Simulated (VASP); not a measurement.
Energy against volume of Rb (bcc). Method: PBE GGA with D3 dispersion (Becke-Johnson damping), VASP's PBE PAW potentials (set 64) (plane waves; VASP).

| V (Å³/atom) | E (eV/atom) |
|---|---|
| 80.823 | -1.04053 |
| 83.402 | -1.04277 |
| 85.982 | -1.04328 |
| 88.561 | -1.04228 |
| 91.141 | -1.03998 |

**Question.** Fit a third-order Birch-Murnaghan equation of state.

**Answer.** 
| Item | Value |
|---|---|
| volume per atom | 85.51 Å³/atom |
| bulk modulus | 3.2 GPa |
| pressure derivative of the bulk modulus | 3.64 |
| lattice constant a | 5.551 Å |

Measured: a 5.576 Å at 0 K (computed value off by -0.4 %), as given by Gábor I. Csonka et al., Physical Review B (2009), arXiv:0903.4037 [low-temperature or extrapolated to 0 K; zero-point anharmonic expansion removed].

The compound is Rb in the bcc structure. It was relaxed first, which changed the volume by -5 %.
